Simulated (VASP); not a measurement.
Output of a VASP run:

**OUTCAR**
```
 ion  position               nearest neighbor table
   1  0.000  0.000  0.000-   2 2.18   3 2.18   2 2.18   3 2.18   3 2.18   2 2.18
   2  0.333  0.667  0.258-   1 2.18   1 2.18   1 2.18   3 2.97   3 2.97   3 2.97   3 3.09   3 3.09
                             3 3.09
   3  0.667  0.333  0.742-   1 2.18   1 2.18   1 2.18   2 2.97   2 2.97   2 2.97   2 3.09   2 3.09
                             2 3.09
  LATTYP: Found a hexagonal cell.
 ALAT       =     3.0732806760
 C/A-ratio  =     1.5975463047
 Subroutine PRICEL returns:
 Original cell was already a primitive cell.
 Subroutine GETGRP returns: Found 12 space group operations
The static configuration has the point symmetry D_3d.
The dynamic configuration has the point symmetry D_3d.
The overall configuration has the point symmetry D_3d.
 Subroutine INISYM returns: Found 12 space group operations
 Subroutine IBZKPT returns following result:
 Found     72 irreducible k-points:

 Following reciprocal coordinates:
            Coordinates               Weight
  0.000000  0.000000  0.000000      1.000000
  0.100000 -0.000000  0.000000      6.000000
  0.200000 -0.000000  0.000000      6.000000
  0.300000 -0.000000  0.000000      6.000000
  0.400000  0.000000  0.000000      6.000000
  0.500000 -0.000000  0.000000      3.000000
  0.100000  0.100000  0.000000      6.000000
  0.200000  0.100000  0.000000     12.000000
  0.300000  0.100000  0.000000     12.000000
  0.400000  0.100000  0.000000     12.000000
  0.200000  0.200000  0.000000      6.000000
  0.300000  0.200000  0.000000     12.000000
  0.400000  0.200000  0.000000      6.000000
  0.300000  0.300000  0.000000      6.000000
  0.000000  0.000000  0.166667      2.000000
  0.100000 -0.000000  0.166667      6.000000
  0.000000  0.100000  0.166667      6.000000
  0.200000 -0.000000  0.166667      6.000000
  0.000000  0.200000  0.166667      6.000000
  0.300000 -0.000000  0.166667      6.000000
  0.000000  0.300000  0.166667      6.000000
  0.400000  0.000000  0.166667      6.000000
  0.000000  0.400000  0.166667      6.000000
  0.500000 -0.000000  0.166667      6.000000
  0.100000  0.100000  0.166667     12.000000
  0.200000  0.100000  0.166667     12.000000
 -0.100000  0.300000  0.166667     12.000000
  0.300000  0.100000  0.166667     12.000000
 -0.100000  0.400000  0.166667     12.000000
  0.400000  0.100000  0.166667     12.000000
 -0.100000  0.500000  0.166667     12.000000
  0.200000  0.200000  0.166667     12.000000
  0.300000  0.200000  0.166667     12.000000
 -0.200000  0.500000  0.166667     12.000000
  0.400000  0.200000  0.166667     12.000000
  0.300000  0.300000  0.166667     12.000000
  0.000000  0.000000  0.333333      2.000000
  0.100000 -0.000000  0.333333      6.000000
  0.000000  0.100000  0.333333      6.000000
  0.200000 -0.000000  0.333333      6.000000
   k-points           NKPTS =     72   k-points in BZ     NKDIM =     72   number of bands    NBANDS=     34
   number of dos      NEDOS =    301   number of ions     NIONS =      3
   total plane-waves  NPLWV =  23040
   dimension x,y,z NGX =    24 NGY =   24 NGZ =   40
   dimension x,y,z NGXF=    48 NGYF=   48 NGZF=   80
   ions per type =               1   2
   PREC   = accura    normal or accurate (medium, high low for compatibility)
   ISTART =      0    job   : 0-new  1-cont  2-samecut
   ICHARG =      2    charge: 1-file 2-atom 10-const
   ISPIN  =      1    spin polarized calculation?
   LNONCOLLINEAR =      T non collinear calculations
   LSORBIT =      T    spin-orbit coupling
   INIWAV =      1    electr: 0-lowe 1-rand  2-diag
   ENCUT  =  520.0 eV  38.22 Ry    6.18 a.u.   5.71  5.71  9.13*2*pi/ulx,y,z
   NELM   =    100;   NELMIN=  2; NELMDL= -5     # of ELM steps
   EDIFF  = 0.1E-05   stopping-criterion for ELM
   LREAL  =      F    real-space projection
   NLSPLINE    = F    spline interpolate recip. space projectors
   LMAXMIX     =    6 max onsite mixed and CHGCAR
...
```

File OSZICAR:
```
       N       E                     dE             d eps       ncg     rms          rms(c)
DAV:   1     0.186924775306E+03    0.18692E+03   -0.15494E+04  4896   0.173E+03
DAV:   2    -0.103720952760E+03   -0.29065E+03   -0.28429E+03  5426   0.501E+02
DAV:   3    -0.120544762935E+03   -0.16824E+02   -0.16491E+02  6234   0.109E+02
DAV:   4    -0.120967711708E+03   -0.42295E+00   -0.41642E+00  6230   0.163E+01
DAV:   5    -0.120978463896E+03   -0.10752E-01   -0.10671E-01  6510   0.207E+00    0.281E+01
DAV:   6    -0.110507075314E+03    0.10471E+02   -0.15698E+01  6344   0.345E+01    0.125E+01
DAV:   7    -0.109837966908E+03    0.66911E+00   -0.20260E+00  5768   0.117E+01    0.518E+00
DAV:   8    -0.110249985630E+03   -0.41202E+00   -0.10167E+00  5686   0.859E+00    0.166E+00
DAV:   9    -0.110342952930E+03   -0.92967E-01   -0.14179E-01  5690   0.421E+00    0.591E-01
DAV:  10    -0.110339472917E+03    0.34800E-02   -0.51994E-02  5928   0.195E+00    0.222E-01
DAV:  11    -0.110351048847E+03   -0.11576E-01   -0.18946E-02  5528   0.130E+00    0.165E-01
DAV:  12    -0.110350254032E+03    0.79481E-03   -0.32056E-03  5826   0.510E-01    0.714E-02
DAV:  13    -0.110352826788E+03   -0.25728E-02   -0.19032E-03  5414   0.369E-01    0.460E-02
DAV:  14    -0.110352827049E+03   -0.26125E-06   -0.59240E-04  5922   0.187E-01    0.243E-02
DAV:  15    -0.110352861424E+03   -0.34375E-04   -0.14200E-04  5466   0.110E-01    0.128E-02
DAV:  16    -0.110352909801E+03   -0.48377E-04   -0.11138E-04  5684   0.906E-02    0.748E-03
DAV:  17    -0.110352925581E+03   -0.15780E-04   -0.10674E-05  5764   0.263E-02    0.279E-03
DAV:  18    -0.110352925613E+03   -0.31849E-07   -0.19563E-06  5024   0.108E-02
   1 F= -.11035293E+03 E0= -.11035247E+03  d E =-.916954E-03  mag=    -0.0000     0.0000    -0.0000
       N       E                     dE             ncg
```

OUTCAR:
```
------------------------ aborting loop because EDIFF is reached ----------------------------------------
  FORCE on cell =-STRESS in cart. coord.  units (eV):
  Direction    XX          YY          ZZ          XY          YZ          ZX
  --------------------------------------------------------------------------------------
  Total        0.0762815      0.0762814      0.1195599      0.0000000      0.0000000      0.0000000
  in kB        3.0432586      3.0432580      4.7698588      0.0000007      0.0000000      0.0000000
  external PRESSURE =       3.6187918 kB  Pullay stress =       0.0000000 kB
  volume of cell :       40.16
      direct lattice vectors                 reciprocal lattice vectors
     3.073280676  0.000000037  0.000000000     0.325385182  0.187861174  0.000000000
    -1.536639775  2.661538852  0.000000000    -0.000000005  0.375722486  0.000000000
     0.000000000  0.000000000  4.909708187     0.000000000  0.000000000  0.203678093
 POSITION                                       TOTAL-FORCE (eV/Angst)
 -----------------------------------------------------------------------------------
      0.00000      0.00000      0.00000        -0.000000      0.000000      0.000000
     -0.00000      1.77436      1.26657         0.000000     -0.000000      0.009208
      1.53664      0.88718      3.64314        -0.000000      0.000000     -0.009208
 -----------------------------------------------------------------------------------
    total drift:                               -0.000000      0.000000      0.000000
  FREE ENERGIE OF THE ION-ELECTRON SYSTEM (eV)
  ---------------------------------------------------
  free  energy   TOTEN  =      -110.3529256131 eV

  energy  without entropy=     -110.3520086594  energy(sigma->0) =     -110.35246714

 Ion:    1  E_soc:     -0.0005155

 Ion:    2  E_soc:     -1.3064447

 Ion:    3  E_soc:     -1.3064447
```
(Selected blocks of OUTCAR.)

File POSCAR:
```
Ta2N
1
    3.0732806760     0.0000000370     0.0000000000
   -1.5366397746     2.6615388520     0.0000000000
    0.0000000000     0.0000000000     4.9097081872
N Ta
1 2
Direct
  0.0000000000   0.0000000000   0.0000000000
  0.3333330000   0.6666670000   0.2579724595
  0.6666670000   0.3333330000   0.7420275405
```

Reconstruct the remaining input files.

This is not unique; one that fits is the input of the run itself, r2SCAN meta-GGA with spin-orbit coupling, plane waves, VASP's PBE PAW potentials (set 64).

### KPOINTS_OPT
```
k-points along high-symmetry lines
5
Line-mode
Reciprocal
  0.000000   0.000000   0.000000 ! GAMMA
  0.500000   0.000000   0.000000 ! M

  0.500000   0.000000   0.000000 ! M
  0.333333   0.333333   0.000000 ! K

  0.333333   0.333333   0.000000 ! K
  0.000000   0.000000   0.000000 ! GAMMA

  0.000000   0.000000   0.000000 ! GAMMA
  0.000000   0.000000   0.500000 ! A

  0.000000   0.000000   0.500000 ! A
  0.500000   0.000000   0.500000 ! L

  0.500000   0.000000   0.500000 ! L
  0.333333   0.333333   0.500000 ! H

  0.333333   0.333333   0.500000 ! H
  0.000000   0.000000   0.500000 ! A

  0.500000   0.000000   0.500000 ! L
  0.500000   0.000000   0.000000 ! M

  0.333333   0.333333   0.500000 ! H
  0.333333   0.333333   0.000000 ! K
```

### KPOINTS
```
Automatic mesh
0
Gamma
10 10 6
0 0 0
```

INCAR:
```
LASPH  =  .TRUE.   ! aspherical one-centre terms
LREAL  =  .FALSE.   ! projection in real space or not
MAGMOM  =  9*0
SIGMA  =  0.05
GGA_COMPAT  =  .FALSE.
PREC  =  Accurate
LMIXTAU  =  .TRUE.
LSORBIT  =  .TRUE.
ISMEAR  =  0   ! Gaussian
LMAXMIX  =  6   ! l cut-off of mixed one-centre charges
LWAVE  =  .FALSE.
ENCUT  =  520
METAGGA  =  R2SCAN
SYSTEM  =  Ta2N
EDIFF  =  1E-6
LCHARG  =  .FALSE.
NELM  =  100
ALGO  =  Normal
```

POTCAR, in this order: N Ta_pv (PBE.64 set). Program: vasp_ncl.

The structure was generated: Ta2N was put into the CdI2 type (P-3m1), which need not be its known phase. It was relaxed first, which changed the volume by +19 %.
